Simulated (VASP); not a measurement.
Consider the following.

```xyz
2
Lattice="0.0000 2.1523 2.1523 2.1523 0.0000 2.1523 2.1523 2.1523 0.0000" Properties=species:S:1:pos:R:3 pbc="T T T"
Mg     0.0000     0.0000     0.0000
O      2.1523     2.1523     2.1523
```

These are rev-vdW-DF2, VASP's PBE PAW potentials (set 64) (plane waves; VASP) values and carry that method's errors. Numerical set-up: 520 eV cut-off, 11×11×11 Γ-centred mesh, Gaussian smearing of 0.050 eV, potentials Mg O.

Q: Give the stress tensor in GPa (positive for a compressed cell).

A: 
```
-8.21   0.00   0.00
 0.00  -8.21   0.00
 0.00   0.00  -8.21
```
The pressure is its mean diagonal, -8.21 GPa.

The compound is MgO in the rock salt structure. This cell is one point of a volume scan, at 1.06 of the reference volume.
